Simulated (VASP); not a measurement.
An input for Quantum ESPRESSO's pw.x (written as the equivalent of a VASP run, and not itself run):

```
&CONTROL
  calculation = 'vc-relax'
  pseudo_dir = './pseudo'
  outdir = './out'
  tprnfor = .true.
  tstress = .true.
  nstep = 60
  forc_conv_thr = 0.00078
/
&SYSTEM
  ibrav = 0
  nat = 4
  ntyp = 2
  ecutwfc = 84
  occupations = 'smearing'
  smearing = 'gaussian'
  degauss = 0.003675
  input_dft = 'pw91'
/
&ELECTRONS
  conv_thr = 7.3e-08
  electron_maxstep = 100
/
&IONS
/
&CELL
/
ATOMIC_SPECIES
  Sn 118.710 Sn.upf
  O 15.999 O.upf
CELL_PARAMETERS angstrom
     3.8700752    0.0000000    0.0000000
     0.0000000    3.8700752    0.0000000
     0.0000000   -0.0000000    4.9990756
ATOMIC_POSITIONS crystal
  Sn   0.5000000  0.0000000  0.7682935
  Sn   0.0000000  0.5000000  0.2317065
  O    0.5000000  0.5000000  0.0000000
  O    0.0000000  0.0000000  0.0000000
K_POINTS automatic
  5 5 4 0 0 0
```

Translate this input to VASP (INCAR, KPOINTS, POSCAR, choice of POTCAR).

This is not unique; one that fits is 
File KPOINTS:
```
Automatic mesh
0
Gamma
5 5 4
0 0 0
```

INCAR:
```
ALGO=Normal
EDIFF=1E-6
EDIFFG=-0.02
ENCUT=520
GGA=91
IBRION=2
ISIF=3
ISMEAR=0
LASPH=.TRUE.
LCHARG=.FALSE.
LMAXMIX=4
LREAL=.FALSE.
LWAVE=.FALSE.
NELM=100
NSW=60
PREC=Accurate
SIGMA=0.05
SYSTEM=SnO
```

File POSCAR:
```
SnO
1
    3.8700752208     0.0000000000     0.0000000000
    0.0000000000     3.8700752208     0.0000000000
    0.0000000000    -0.0000000000     4.9990755591
Sn O
2 2
Direct
  0.5000000000   0.0000000000   0.7682935314
  0.0000000000   0.5000000000   0.2317064686
  0.5000000000   0.5000000000   0.0000000000
  0.0000000000   0.0000000000   0.0000000000
```

POTCAR, in this order: Sn_d O (PBE.64 set). Program: vasp_std.

Limits of the translation: the potentials are each code's own (VASP's PAW set, PseudoDojo norm-conserving files in pw.x), so ENCUT and ecutwfc are chosen apart and not converted; conv_thr bounds pw.x's estimated SCF error, while EDIFF bounds the energy change between steps; forc_conv_thr acts on force components and is met together with etot_conv_thr.

The compound is SnO in the litharge structure. This run relaxes it. Symmetry was kept, so distortions that lower it aren't found. The start is the result of an earlier pass.
